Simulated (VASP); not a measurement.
A VASP calculation is set up with these files.

### KPOINTS
```
Automatic
0
G
6 6 6
```

### INCAR
```
SYSTEM = KI
PREC = Accurate
ENCUT = 400
EDIFF = 1E-6
NELM = 100
ALGO = Normal
LREAL = .FALSE.
LASPH = .TRUE.
ISMEAR = 0
SIGMA = 0.05
GGA = PE
LMAXMIX = 4
LWAVE = .FALSE.
LCHARG = .FALSE.
IBRION = 2
ISIF = 3
NSW = 60
EDIFFG = -0.01
```

POSCAR:
```
KI
1.0
  0.0000000000   3.5350000000   3.5350000000
  3.5350000000   0.0000000000   3.5350000000
  3.5350000000   3.5350000000   0.0000000000
K I
1 1
Cart
  0.0000000000   0.0000000000   0.0000000000
  3.5350000000   3.5350000000   3.5350000000
```

POTCAR, in this order: K_sv I (PBE.64 set). Program: vasp_std.

Task: Write an equivalent input for Quantum ESPRESSO's pw.x.

Result: One equivalent input (not run):
```
&CONTROL
  calculation = 'vc-relax'
  pseudo_dir = './pseudo'
  outdir = './out'
  tprnfor = .true.
  tstress = .true.
  nstep = 60
  forc_conv_thr = 0.00039
/
&SYSTEM
  ibrav = 0
  nat = 2
  ntyp = 2
  ecutwfc = 74
  occupations = 'smearing'
  smearing = 'gaussian'
  degauss = 0.003675
  input_dft = 'pbe'
/
&ELECTRONS
  conv_thr = 7.3e-08
  electron_maxstep = 100
/
&IONS
/
&CELL
/
ATOMIC_SPECIES
  K 39.098 K.upf
  I 126.904 I.upf
CELL_PARAMETERS angstrom
     0.0000000    3.5350000    3.5350000
     3.5350000    0.0000000    3.5350000
     3.5350000    3.5350000    0.0000000
ATOMIC_POSITIONS crystal
  K    0.0000000  0.0000000  0.0000000
  I    0.5000000  0.5000000  0.5000000
K_POINTS automatic
  6 6 6 0 0 0
```
The two are equivalent in intent, not identical: the potentials are each code's own (VASP's PAW set, PseudoDojo norm-conserving files in pw.x), so ENCUT and ecutwfc are chosen apart and not converted; conv_thr bounds pw.x's estimated SCF error, while EDIFF bounds the energy change between steps; forc_conv_thr acts on force components and is met together with etot_conv_thr.

The compound is KI in the rock salt structure. This run relaxes it. Symmetry was kept, so distortions that lower it aren't found.
